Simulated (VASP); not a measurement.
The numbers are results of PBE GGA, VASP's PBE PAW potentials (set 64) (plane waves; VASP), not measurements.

VASP input:

**KPOINTS**
```
Automatic mesh
0
Gamma
  9 9 9
0 0 0
```

POSCAR:
```
NiAl
1
    2.8900000000     0.0000000000     0.0000000000
    0.0000000000     2.8900000000     0.0000000000
    0.0000000000     0.0000000000     2.8900000000
Al Ni
1 1
Direct
  0.5000000000   0.5000000000   0.5000000000
  0.0000000000   0.0000000000   0.0000000000
```

### INCAR
```
# general
SYSTEM   =  NiAl
PREC     =  Accurate
ENCUT    =  300
LREAL    =  .False.
LASPH    =  .True.

# electronic loop
EDIFF    =  1E-6
NELM     =  100
ALGO     =  Normal
LMAXMIX  =  4

# smearing
ISMEAR   =  -1
SIGMA    =  0.1

# functional
GGA      =  PE

# ions
ISIF     =  2

# output
LWAVE    =  .False.
LCHARG   =  .False.
```

POTCAR, in this order: Al Ni (PBE.64 set). Program: vasp_std.

What VASP printed:

OSZICAR:
```
       N       E                     dE             d eps       ncg     rms          rms(c)
DAV:   1     0.260569264487E+02    0.26057E+02   -0.41854E+03   732   0.879E+02
DAV:   2    -0.112675256464E+02   -0.37324E+02   -0.35372E+02   706   0.165E+02
DAV:   3    -0.119657061412E+02   -0.69818E+00   -0.69477E+00   854   0.283E+01
DAV:   4    -0.119743219587E+02   -0.86158E-02   -0.86136E-02   792   0.291E+00
DAV:   5    -0.119745310694E+02   -0.20911E-03   -0.20910E-03   808   0.448E-01    0.118E+01
DAV:   6    -0.138614138316E+02   -0.18869E+01   -0.57866E+01   778   0.123E+02    0.156E+01
DAV:   7    -0.105732935580E+02    0.32881E+01   -0.16670E+01   770   0.734E+01    0.106E+00
DAV:   8    -0.105668357961E+02    0.64578E-02   -0.40388E-01   830   0.758E+00    0.102E+00
DAV:   9    -0.105526028429E+02    0.14233E-01   -0.57189E-02   808   0.371E+00    0.166E-01
DAV:  10    -0.105522738886E+02    0.32895E-03   -0.12051E-03   778   0.508E-01    0.751E-02
DAV:  11    -0.105522680280E+02    0.58606E-05   -0.30225E-05   846   0.597E-02    0.263E-02
DAV:  12    -0.105522659622E+02    0.20658E-05   -0.22193E-06   428   0.269E-02    0.277E-03
DAV:  13    -0.105522655903E+02    0.37194E-06   -0.40436E-07   354   0.606E-03
   1 F= -.10552266E+02 E0= -.10537308E+02  d E =-.299159E-01
```

OUTCAR:
```
------------------------ aborting loop because EDIFF is reached ----------------------------------------
  FORCE on cell =-STRESS in cart. coord.  units (eV):
  Direction    XX          YY          ZZ          XY          YZ          ZX
  --------------------------------------------------------------------------------------
  Total        0.0774448      0.0774448      0.0774448      0.0000000     -0.0000000      0.0000000
  in kB        5.1405448      5.1405448      5.1405448      0.0000000     -0.0000000      0.0000000
  external PRESSURE =       5.1405448 kB  Pullay stress =       0.0000000 kB
  volume of cell :       24.14
      direct lattice vectors                 reciprocal lattice vectors
     2.890000000  0.000000000  0.000000000     0.346020761  0.000000000  0.000000000
     0.000000000  2.890000000  0.000000000     0.000000000  0.346020761  0.000000000
     0.000000000  0.000000000  2.890000000     0.000000000  0.000000000  0.346020761
 POSITION                                       TOTAL-FORCE (eV/Angst)
 -----------------------------------------------------------------------------------
      1.44500      1.44500      1.44500         0.000000      0.000000      0.000000
      0.00000      0.00000      0.00000         0.000000      0.000000      0.000000
 -----------------------------------------------------------------------------------
    total drift:                               -0.000000      0.000000      0.000000
  FREE ENERGIE OF THE ION-ELECTRON SYSTEM (eV)
  ---------------------------------------------------
  free  energy   TOTEN  =       -10.5522655903 eV

  energy  without entropy=      -10.5223496696  energy(sigma->0) =      -10.53730763
```
(Selected blocks of OUTCAR.)

At this cut-off the stress carries a Pulay error, which pulls relaxed volumes low.

The structure is a typed NiAl crystal. The cell was not relaxed at this level. The run is not spin-polarised, so no magnetic state was tried. The electron count is odd and the run is not spin-polarised, which forces a metal.
